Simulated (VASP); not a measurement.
The system is Ga2Ge2Se3.

```xyz
7
Lattice="5.3071 0.0000 0.0000 0.0000 5.3071 0.0000 0.0000 0.0000 6.9297" Properties=species:S:1:pos:R:3 pbc="T T T"
Ga    0.0000    0.0000    3.4648
Ga    2.6536    2.6536    0.0000
Ge    2.6536    2.6536    4.8828
Ge    2.6536    2.6536    2.0468
Se    2.6536    0.0000    3.4648
Se    0.0000    2.6536    3.4648
Se    0.0000    0.0000    0.0000
```

The cell was built by a generator and needn't be a form met in nature.

```yaml
Program: VASP 6.6.1
Task: relaxation of cell and atoms
Functional: PBE
Potentials_or_basis: VASP PAW PBE potentials, release 64 (Ga_d, Ge_d, Se)
Cutoff: 520 eV
k_mesh: 3 × 3 × 2
Occupations: gaussian, width 0.15 eV
Spin: no spin polarisation
```

At the start: pressure 1.3 GPa; volume 27.88 Å³/atom.

How do energy, volume and symmetry change on relaxing?

Over 11 steps the energy falls by 339.9 meV/atom and the volume is 27.42 Å³/atom (-1.7 %); space group P4/mmm (No. 123, to 0.05 Å).

Step by step:
| step | energy change (eV) | largest force (eV/Å) | pressure (GPa) | volume (Å³) |
| --- | --- | --- | --- | --- |
| 1 | 0.0000 | 7.2997 | 1.34 | 195.18 |
| 2 | -2.1638 | 1.5869 | 1.11 | 199.90 |
| 3 | -2.3461 | 0.0408 | -1.16 | 198.84 |
| 4 | -2.3466 | 0.0719 | -1.17 | 198.89 |
| 5 | -2.3726 | 0.2729 | -0.28 | 193.39 |
| 6 | -2.3741 | 0.3229 | 0.84 | 192.07 |
| 7 | -2.3732 | 0.2698 | -0.92 | 193.07 |
| 8 | -2.3738 | 0.3009 | 0.69 | 192.55 |
| 9 | -2.3735 | 0.2832 | -0.60 | 192.81 |
| 10 | -2.3736 | 0.2918 | 0.07 | 192.69 |
| 11 | -2.3795 | 0.0349 | 0.29 | 191.92 |

Final structure:
```xyz
7
Lattice="5.0592 0.0000 0.0000 0.0000 5.0592 0.0000 0.0000 0.0000 7.4984" Properties=species:S:1:pos:R:3 pbc="T T T"
Ga    5.0592    0.0000    3.7492
Ga    2.5296    2.5296    7.4984
Ge    2.5296    2.5296    5.0150
Ge    2.5296    2.5296    2.4834
Se    2.5296    0.0000    3.7492
Se    5.0592    2.5296    3.7492
Se    5.0592    0.0000    7.4984
```

Caveat: the k mesh is coarse (spacing up to 0.45 Å⁻¹), so the values aren't converged.
